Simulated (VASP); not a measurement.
# MnO (Manganosite): accuracy against cost in the PAW data sets and SCF threshold, part 2 of 3

How sensitive are energy, pressure and forces of MnO (Manganosite) to the PAW data sets and SCF threshold? The atoms are off their equilibrium sites, so that forces can be compared too. The series runs use PBEsol. The atoms of the start are displaced at random from the sites of a Fm-3m cell.

VASP 6.6.1, plane waves and PAW; the level of theory is named at each step.

Still holding for the runs below: The cell holds one magnetic atom, so no antiferromagnetic order fits into it. The k-mesh is coarse for a metal. Oxides and halides of Mn are often magnetic insulators, and a metal at this level, without U or exact exchange, may be an artefact.

So far. Step 4 (PAW data sets: recommended 54: Mn pv O): With 19 valence electrons the pressure is -7.26 GPa, +0.26 GPa from the first of the series, after 13 cycles in 64 s. Step 5 (PAW data sets: semicore 64: Mn sv O): With 21 valence electrons the pressure is -9.44 GPa, -1.92 GPa from the first of the series, after 15 cycles in 89 s.

### Step 6. PAW data sets: GW 64: Mn sv GW O GW

This step: PBEsol, spin-polarised from a ferromagnetic start (one magnetic atom a cell); plane waves and PAW (Mn_sv_GW, O_GW) (VASP 6.6.1).

File INCAR:

```
SYSTEM = MnO
PREC = Accurate
ENCUT = 540
EDIFF = 1E-06
NELM = 100
ISMEAR = -1
SIGMA = 0.05
LREAL = .FALSE.
ALGO = Normal
GGA = PS
NBANDS = 17
ISPIN = 2
MAGMOM = 4 0
LMAXMIX = 4
LORBIT = 11
LWAVE = .FALSE.
LCHARG = .FALSE.
KPAR = 2
ISIF = 2
```

File POSCAR:

```
MnO
1.0
    0.0000000000      2.2230000000      2.2230000000
    2.2230000000      0.0000000000      2.2230000000
    2.2230000000      2.2230000000      0.0000000000
Mn O
1 1
Direct
    0.0035340000      0.0098170000      0.0048000000
    0.5129280000      0.4951270000      0.5031250000
```

File KPOINTS:

```
Automatic mesh
0
Gamma
9 9 9
0 0 0
```

PAW data sets: Mn_sv_GW and O_GW (PBE family, release 64).

Run with:

```sh
$ mpirun -np 2 vasp_std
```

Log:

```text
[... set-up lines as in an earlier step ...]
 entering main loop
       N       E                     dE             d eps       ncg     rms          rms(c)
DAV:   1     0.181402966840E+03    0.18140E+03   -0.12654E+04 33586   0.223E+03
DAV:   2    -0.138309611804E+02   -0.19523E+03   -0.18549E+03 37135   0.716E+02
DAV:   3    -0.232473249341E+02   -0.94164E+01   -0.90980E+01 37861   0.204E+02
DAV:   4    -0.234225662219E+02   -0.17524E+00   -0.17364E+00 39089   0.250E+01
[...]
DAV:  13    -0.188855206885E+02   -0.83334E-04   -0.27756E-04 41780   0.241E-01    0.600E-02
DAV:  14    -0.188855440197E+02   -0.23331E-04   -0.21963E-05 32070   0.877E-02    0.121E-02
DAV:  15    -0.188855444387E+02   -0.41900E-06   -0.51169E-06 30641   0.351E-02
   1 F= -.18885544E+02 E0= -.18882639E+02  d E =-.581159E-02  mag=     4.7311
```

It took 1.8 min on 2 MPI ranks of AMD EPYC 9R45, shared host; peak memory 0.71 GiB; 3.6 min of CPU time.

OUTCAR, selected parts (step 6):

```text
  Total       -1.2448770     -1.2704626     -1.2743771      0.0024379      0.0007021     -0.0017044
  in kB      -90.7796796    -92.6454504    -92.9308998      0.1777744      0.0511963     -0.1242891
  external PRESSURE =     -92.1186766 kB  Pullay stress =       0.0000000 kB

 POSITION                                       TOTAL-FORCE (eV/Angst)
 -----------------------------------------------------------------------------------
      0.03249      0.01853      0.02968        -0.125232      0.058581     -0.040104
      2.21911      2.25869      2.24091         0.125232     -0.058581      0.040104
 -----------------------------------------------------------------------------------
    total drift:                               -0.000367      0.000401     -0.000140

  FREE ENERGIE OF THE ION-ELECTRON SYSTEM (eV)
  ---------------------------------------------------
  free  energy   TOTEN  =       -18.8855444387 eV

  energy  without entropy=      -18.8797328490  energy(sigma->0) =      -18.88263864

 magnetization (x)
# of ion       s       p       d       f       tot
--------------------------------------------------
    1        0.022   0.021   4.113   0.002   4.157
    2        0.034   0.166   0.000   0.000   0.200
--------------------------------------------------
tot          0.056   0.187   4.113   0.002   4.357

[... 1 part as in an earlier step ...]

[... 2 further parts left out ...]
[key lines of the parts left out:]
E-fermi :   7.5050
```

With 21 valence electrons the pressure is -9.21 GPa, -1.70 GPa from the first of the series, after 15 cycles in 1.8 min.

### Step 7. PAW data sets: hard 64: Mn pv O h

This step: PBEsol, spin-polarised from a ferromagnetic start (one magnetic atom a cell); plane waves and PAW (Mn_pv, O_h) (VASP 6.6.1).

Changes to INCAR since step 6:

```diff
@@ -2,3 +2,3 @@
 PREC = Accurate
-ENCUT = 540
+ENCUT = 1000
 EDIFF = 1E-06
@@ -10,3 +10,3 @@
 GGA = PS
-NBANDS = 17
+NBANDS = 16
 ISPIN = 2
```

POSCAR is that of step 6.

KPOINTS is that of step 6.

Potentials, in the order of the species: Mn_pv and O_h (PBE family, release 64).

Run with:

```sh
$ mpirun -np 2 vasp_std
```

Log:

```text
[... set-up lines as in an earlier step ...]
 entering main loop
       N       E                     dE             d eps       ncg     rms          rms(c)
DAV:   1     0.212744997526E+03    0.21274E+03   -0.15693E+04 23368   0.223E+03
DAV:   2    -0.474876308856E+01   -0.21749E+03   -0.20198E+03 28952   0.472E+02
DAV:   3    -0.192183778848E+02   -0.14470E+02   -0.14245E+02 24208   0.120E+02
DAV:   4    -0.193996589679E+02   -0.18128E+00   -0.18119E+00 26552   0.145E+01
[...]
DAV:  13    -0.172254049100E+02    0.34326E-06   -0.10186E-05 25072   0.341E-02    0.275E-02
DAV:  14    -0.172254116695E+02   -0.67595E-05   -0.73864E-06 24128   0.271E-02    0.930E-03
DAV:  15    -0.172254112626E+02    0.40688E-06   -0.71549E-07 12272   0.907E-03
   1 F= -.17225411E+02 E0= -.17222516E+02  d E =-.579054E-02  mag=     4.7341
```

Wall time 2.6 min (2 MPI ranks); peak memory 1.2 GiB.

Parts of OUTCAR (step 7):

```text
  Total       -0.9736840     -0.9994060     -1.0031663      0.0025441      0.0007912     -0.0018084
  in kB      -71.0035756    -72.8792956    -73.1535017      0.1855218      0.0576966     -0.1318701
  external PRESSURE =     -72.3454576 kB  Pullay stress =       0.0000000 kB

 POSITION                                       TOTAL-FORCE (eV/Angst)
 -----------------------------------------------------------------------------------
      0.03249      0.01853      0.02968        -0.127522      0.059598     -0.040827
      2.21911      2.25869      2.24091         0.127522     -0.059598      0.040827
 -----------------------------------------------------------------------------------
    total drift:                                0.000105      0.000239      0.000220

  FREE ENERGIE OF THE ION-ELECTRON SYSTEM (eV)
  ---------------------------------------------------
  free  energy   TOTEN  =       -17.2254112626 eV

  energy  without entropy=      -17.2196207257  energy(sigma->0) =      -17.22251599

 magnetization (x)
# of ion       s       p       d       tot
------------------------------------------
    1        0.033   0.026   4.237   4.296
    2        0.028   0.128   0.000   0.156
--------------------------------------------------
tot          0.061   0.154   4.237   4.453

[... 1 part as in an earlier step ...]

[... 2 further parts left out ...]
[key lines of the parts left out:]
E-fermi :   7.7339
```

With 19 valence electrons the pressure is -7.23 GPa, +0.28 GPa from the first of the series, after 15 cycles in 2.6 min.

### Step 8. PAW data sets: soft 64: Mn pv O s

This step: PBEsol, spin-polarised from a ferromagnetic start (one magnetic atom a cell); plane waves and PAW (Mn_pv, O_s) (VASP 6.6.1).

Changes to INCAR since step 7:

```diff
@@ -2,3 +2,3 @@
 PREC = Accurate
-ENCUT = 1000
+ENCUT = 400
 EDIFF = 1E-06
```

POSCAR is that of step 7.

KPOINTS is that of step 7.

Potentials, in the order of the species: Mn_pv and O_s (PBE family, release 64).

Run with:

```sh
$ mpirun -np 2 vasp_std
```

Log:

```text
[... set-up lines as in an earlier step ...]
 entering main loop
       N       E                     dE             d eps       ncg     rms          rms(c)
DAV:   1     0.130957110929E+03    0.13096E+03   -0.94689E+03 23544   0.119E+03
DAV:   2    -0.152051654015E+02   -0.14616E+03   -0.13988E+03 24904   0.348E+02
DAV:   3    -0.193826519565E+02   -0.41775E+01   -0.41707E+01 24944   0.671E+01
DAV:   4    -0.194154756458E+02   -0.32824E-01   -0.32823E-01 26248   0.579E+00
[...]
DAV:  13    -0.172123738950E+02   -0.93116E-05   -0.26192E-06 22440   0.178E-02    0.378E-02
DAV:  14    -0.172123778624E+02   -0.39674E-05   -0.17774E-06 20440   0.144E-02    0.532E-03
DAV:  15    -0.172123780178E+02   -0.15536E-06   -0.13922E-07 12096   0.420E-03
   1 F= -.17212378E+02 E0= -.17209481E+02  d E =-.579464E-02  mag=     4.7347
```

Wall time 69 s (2 MPI ranks); peak memory 0.46 GiB; 2.3 min of CPU time.

Parts of OUTCAR (step 8):

```text
  Total       -1.0987128     -1.1249872     -1.1289261      0.0025259      0.0005678     -0.0017307
  in kB      -80.1210025    -82.0370036    -82.3242367      0.1841963      0.0414088     -0.1262086
  external PRESSURE =     -81.4940810 kB  Pullay stress =       0.0000000 kB

 POSITION                                       TOTAL-FORCE (eV/Angst)
 -----------------------------------------------------------------------------------
      0.03249      0.01853      0.02968        -0.129190      0.060393     -0.041467
      2.21911      2.25869      2.24091         0.129190     -0.060393      0.041467
 -----------------------------------------------------------------------------------
    total drift:                               -0.000515      0.000407     -0.000352

  FREE ENERGIE OF THE ION-ELECTRON SYSTEM (eV)
  ---------------------------------------------------
  free  energy   TOTEN  =       -17.2123780178 eV

  energy  without entropy=      -17.2065833763  energy(sigma->0) =      -17.20948070

 magnetization (x)
# of ion       s       p       d       tot
------------------------------------------
    1        0.033   0.026   4.237   4.296
    2        0.029   0.166   0.000   0.196
--------------------------------------------------
tot          0.063   0.193   4.237   4.492

[... 1 part as in an earlier step ...]

[... 2 further parts left out ...]
[key lines of the parts left out:]
E-fermi :   7.6435
```

With 19 valence electrons the pressure is -8.15 GPa, -0.64 GPa from the first of the series, after 15 cycles in 69 s.

### Step 9. The PAW data sets series as a table

This step: convergence of PBEsol results with the datasets; plane waves and PAW (VASP 6.6.1).

This step runs nothing: it gathers the runs above.

Differences are taken from the run with recommended 64: Mn_pv O. Results of the series, by row:

| setting | status | pressure (GPa) | largest force difference (meV/Å) | moment (μB) | SCF cycles | wall time (s) |
| --- | --- | --- | --- | --- | --- | --- |
| minimal 64: Mn O, 520 eV | converged | -7.514 | 1.795 | 4.737 | 15 | 65 |
| recommended 64: Mn_pv O, 520 eV | converged | -7.255 | 0 | 4.731 | 13 | 66 |
| recommended 54: Mn_pv O, 520 eV | converged | -7.255 | 0 | 4.731 | 13 | 64 |
| semicore 64: Mn_sv O, 520 eV | converged | -9.436 | 4.272 | 4.732 | 15 | 89 |
| gw 64: Mn_sv_GW O_GW, 540 eV | converged | -9.212 | 3.122 | 4.731 | 15 | 110 |
| hard 64: Mn_pv O_h, 1000 eV | converged | -7.235 | 0.832 | 4.734 | 15 | 159 |
| soft 64: Mn_pv O_s, 400 eV | converged | -8.149 | 0.836 | 4.735 | 15 | 69 |

### Step 10. SCF threshold: EDIFF = 0.01

This step: PBEsol, spin-polarised from a ferromagnetic start (one magnetic atom a cell); plane waves and PAW (Mn_pv, O) (VASP 6.6.1).

EDIFF stops the electronic loop; forces need it tighter than energies do.

Changes to INCAR since step 8:

```diff
@@ -2,4 +2,4 @@
 PREC = Accurate
-ENCUT = 400
-EDIFF = 1E-06
+ENCUT = 520
+EDIFF = 0.01
 NELM = 100
```

POSCAR is that of step 8.

KPOINTS is that of step 8.

The projector-augmented-wave data sets are Mn_pv and O (PBE family, release 64).

Run with:

```sh
$ mpirun -np 2 vasp_std
```

Log:

```text
[... set-up lines as in an earlier step ...]
 entering main loop
       N       E                     dE             d eps       ncg     rms          rms(c)
[... 4 cycles as in an earlier step ...]
DAV:   5    -0.194059431300E+02   -0.64426E-03   -0.64424E-03 16520   0.875E-01    0.134E+01
DAV:   6    -0.175414418462E+02    0.18645E+01   -0.13212E+01 29792   0.436E+01    0.133E+01
DAV:   7    -0.172324917222E+02    0.30895E+00   -0.16136E+00 25528   0.204E+01    0.788E+00
DAV:   8    -0.172325437601E+02   -0.52038E-04   -0.14403E-01 23696   0.331E+00    0.462E+00
DAV:   9    -0.172151028557E+02    0.17441E-01   -0.32745E-02 21672   0.240E+00    0.107E+00
DAV:  10    -0.172180849899E+02   -0.29821E-02   -0.58701E-03 11816   0.106E+00
   1 F= -.17218085E+02 E0= -.17215162E+02  d E =-.584631E-02  mag=     4.7498
```

Elapsed: 48 s, on 2 MPI ranks; peak memory 0.56 GiB.

Parts of OUTCAR (step 10):

```text
   NELECT =      19.0000    total number of electrons

 E-fermi :   7.3931

 spin component 1
 k-point     1 :       0.0000    0.0000    0.0000
  band No.  band energies     occupation
    ...
      9       4.2433      1.00000
     10       4.2619      1.00000
     11       4.7511      1.00000
     12       4.7886      1.00000
     13       6.7911      0.99999
     14      21.1569      0.00000
     15      23.5700      0.00000
     16      23.5719      0.00000

 k-point     2 :       0.1111    0.0000    0.0000
  band No.  band energies     occupation
    ...
      8       4.3431      1.00000
      9       4.3519      1.00000
     10       4.4903      1.00000
     11       5.3897      1.00000
     12       5.4056      1.00000
     13       7.6335      0.00810
     14      19.8824      0.00000
     15      23.1076      0.00000
     16      23.1265      0.00000

  Total       -1.5550354     -1.5814150     -1.5854155      0.0024223      0.0004587     -0.0017087
  in kB     -113.3972376   -115.3209109   -115.6126372      0.1766439      0.0334486     -0.1246056
  external PRESSURE =    -114.7769286 kB  Pullay stress =       0.0000000 kB

 POSITION                                       TOTAL-FORCE (eV/Angst)
 -----------------------------------------------------------------------------------
      0.03249      0.01853      0.02968        -0.128409      0.059978     -0.041249
      2.21911      2.25869      2.24091         0.128409     -0.059978      0.041249
 -----------------------------------------------------------------------------------
    total drift:                                0.002648     -0.001082      0.000544

  FREE ENERGIE OF THE ION-ELECTRON SYSTEM (eV)
  ---------------------------------------------------
  free  energy   TOTEN  =       -17.2180849899 eV

  energy  without entropy=      -17.2122386821  energy(sigma->0) =      -17.21516184

 magnetization (x)
# of ion       s       p       d       tot
------------------------------------------
    1        0.033   0.026   4.228   4.287
    2        0.030   0.163   0.000   0.193
--------------------------------------------------
tot          0.063   0.189   4.228   4.480

[... 8 parts as in an earlier step ...]

[... 14 further parts left out ...]
```

This step gave:

- SCF cycles: 10
- free energy (TOTEN): -17.22 eV
- energy at zero smearing: -17.22 eV
- Fermi energy: 7.393 eV
- pressure: -11.48 GPa
- moment of the cell, from the last line of the log: 4.750 μB

The series starts at -8.6076 eV an atom and -11.48 GPa, after 10 cycles in 48 s.

### Step 11. SCF threshold: EDIFF = 0.001

Changes to INCAR since step 10:

```diff
@@ -3,3 +3,3 @@
 ENCUT = 520
-EDIFF = 0.01
+EDIFF = 0.001
 NELM = 100
```

POSCAR is that of step 10.

KPOINTS is that of step 10.

Run with:

```sh
$ mpirun -np 2 vasp_std
```

Log:

```text
[... set-up lines as in an earlier step ...]
 entering main loop
       N       E                     dE             d eps       ncg     rms          rms(c)
[... 4 cycles as in an earlier step ...]
DAV:   5    -0.194060389821E+02   -0.74011E-03   -0.74011E-03 24688   0.875E-01    0.134E+01
DAV:   6    -0.175417990727E+02    0.18642E+01   -0.13217E+01 29792   0.436E+01    0.133E+01
DAV:   7    -0.172325135036E+02    0.30929E+00   -0.16145E+00 25496   0.204E+01    0.788E+00
DAV:   8    -0.172325578858E+02   -0.44382E-04   -0.14419E-01 23696   0.330E+00    0.462E+00
DAV:   9    -0.172151822337E+02    0.17376E-01   -0.33639E-02 25496   0.240E+00    0.106E+00
DAV:  10    -0.172181174425E+02   -0.29352E-02   -0.57288E-03 23848   0.104E+00    0.213E-01
DAV:  11    -0.172182352942E+02   -0.11785E-03   -0.11267E-03 13920   0.356E-01
   1 F= -.17218235E+02 E0= -.17215349E+02  d E =-.577329E-02  mag=     4.7334
```

Run time: 53 s. Hardware: 2 MPI ranks; peak memory 0.56 GiB.

From OUTCAR (step 11):

```text
  Total       -1.0823499     -1.1085865     -1.1125821      0.0025256      0.0005297     -0.0016819
  in kB      -78.9277775    -80.8410194    -81.1323862      0.1841732      0.0386260     -0.1226494
  external PRESSURE =     -80.3003944 kB  Pullay stress =       0.0000000 kB

 POSITION                                       TOTAL-FORCE (eV/Angst)
 -----------------------------------------------------------------------------------
      0.03249      0.01853      0.02968        -0.127833      0.059746     -0.041033
      2.21911      2.25869      2.24091         0.127833     -0.059746      0.041033
 -----------------------------------------------------------------------------------
    total drift:                                0.000789     -0.000182      0.000057

  FREE ENERGIE OF THE ION-ELECTRON SYSTEM (eV)
  ---------------------------------------------------
  free  energy   TOTEN  =       -17.2182352942 eV

  energy  without entropy=      -17.2124620075  energy(sigma->0) =      -17.21534865

 magnetization (x)
# of ion       s       p       d       tot
------------------------------------------
    1        0.033   0.026   4.239   4.299
    2        0.030   0.164   0.000   0.193
--------------------------------------------------
tot          0.063   0.190   4.239   4.492

[... 2 parts as in an earlier step ...]

[... 1 further part left out ...]
[key lines of the parts left out:]
E-fermi :   7.3846
```

Against the run before the energy moves by -0.09 meV an atom and the pressure by +3.45 GPa, after 11 cycles in 53 s.

### Step 12. SCF threshold: EDIFF = 1E-04

Changes to INCAR since step 11:

```diff
@@ -3,3 +3,3 @@
 ENCUT = 520
-EDIFF = 0.001
+EDIFF = 1E-04
 NELM = 100
```

POSCAR is that of step 11.

KPOINTS is that of step 11.

Run with:

```sh
$ mpirun -np 2 vasp_std
```

Log:

```text
[... set-up lines as in an earlier step ...]
 entering main loop
       N       E                     dE             d eps       ncg     rms          rms(c)
[... 4 cycles as in an earlier step ...]
DAV:   5    -0.194060389874E+02   -0.74011E-03   -0.74011E-03 24912   0.875E-01    0.134E+01
DAV:   6    -0.175417989325E+02    0.18642E+01   -0.13217E+01 29792   0.436E+01    0.133E+01
DAV:   7    -0.172325135000E+02    0.30929E+00   -0.16145E+00 25496   0.204E+01    0.788E+00
DAV:   8    -0.172325578774E+02   -0.44377E-04   -0.14419E-01 23696   0.330E+00    0.462E+00
DAV:   9    -0.172151822343E+02    0.17376E-01   -0.33639E-02 25496   0.240E+00    0.106E+00
DAV:  10    -0.172181174787E+02   -0.29352E-02   -0.57291E-03 23864   0.104E+00    0.213E-01
DAV:  11    -0.172182408486E+02   -0.12337E-03   -0.11815E-03 24608   0.356E-01    0.110E-01
DAV:  12    -0.172183091915E+02   -0.68343E-04   -0.41997E-05 14032   0.950E-02
   1 F= -.17218309E+02 E0= -.17215414E+02  d E =-.579037E-02  mag=     4.7313
```

Run time: 61 s. Hardware: 2 MPI ranks; peak memory 0.57 GiB; 2 min of CPU time.

From OUTCAR (step 12):

```text
  Total       -0.9732076     -0.9991840     -1.0031343      0.0025201      0.0005404     -0.0016405
  in kB      -70.9688386    -72.8631077    -73.1511718      0.1837747      0.0394069     -0.1196304
  external PRESSURE =     -72.3277060 kB  Pullay stress =       0.0000000 kB

 POSITION                                       TOTAL-FORCE (eV/Angst)
 -----------------------------------------------------------------------------------
      0.03249      0.01853      0.02968        -0.128257      0.059954     -0.041177
      2.21911      2.25869      2.24091         0.128257     -0.059954      0.041177
 -----------------------------------------------------------------------------------
    total drift:                                0.000426     -0.000007     -0.000073

  FREE ENERGIE OF THE ION-ELECTRON SYSTEM (eV)
  ---------------------------------------------------
  free  energy   TOTEN  =       -17.2183091915 eV

  energy  without entropy=      -17.2125188183  energy(sigma->0) =      -17.21541400

 magnetization (x)
# of ion       s       p       d       tot
------------------------------------------
    1        0.033   0.026   4.237   4.296
    2        0.030   0.164   0.000   0.193
--------------------------------------------------
tot          0.063   0.190   4.237   4.489

[... 2 parts as in an earlier step ...]

[... 1 further part left out ...]
[key lines of the parts left out:]
E-fermi :   7.3815
```

Against the run before the energy moves by -0.03 meV an atom and the pressure by +0.80 GPa, after 12 cycles in 61 s.

[end of part 2 of 3]

[Lines on the potential files, build, host, timing and source positions are cut from VASP's logs without a mark.]

[Logs are printed without paths, hosts, clocks, repeated set-up lines and the standing remarks that a program may print on its own settings, such as how far it seeks lower states.]

[Hosts, paths, dates, database ids (printed as entryN), source tags and the programs' standing remarks are cut or masked in the printed files.]

[A measured line is paired with the nearest computed mode of its activity, which favours agreement.]
